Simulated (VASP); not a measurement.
Input:

```
CELL_PARAMETERS angstrom
      0.00000     2.96969     2.96969
      2.96969     0.00000     2.96969
      2.96969     2.96969     0.00000
ATOMIC_POSITIONS crystal
  Al 0.25000 0.25000 0.25000
  Al 0.75000 0.75000 0.75000
  Au 0.00000 0.00000 0.00000
```

Method: r2SCAN meta-GGA, VASP's PBE PAW potentials (set 64) (plane waves; VASP 6.6.1). Settings: 520 eV cut-off, 9×9×9 Γ-centred mesh, first-order Methfessel-Paxton smearing of 0.10 eV, potentials Al Au.

Give the stress tensor in GPa (positive for a compressed cell).

```
4.22  0.00  0.00
0.00  4.22  0.00
0.00  0.00  4.22
```
The pressure is its mean diagonal, 4.22 GPa.

The compound is AuAl2 in the fluorite structure. This cell is one point of a volume scan, at 0.97 of the reference volume. The electron count is odd and the run is not spin-polarised, which forces a metal.
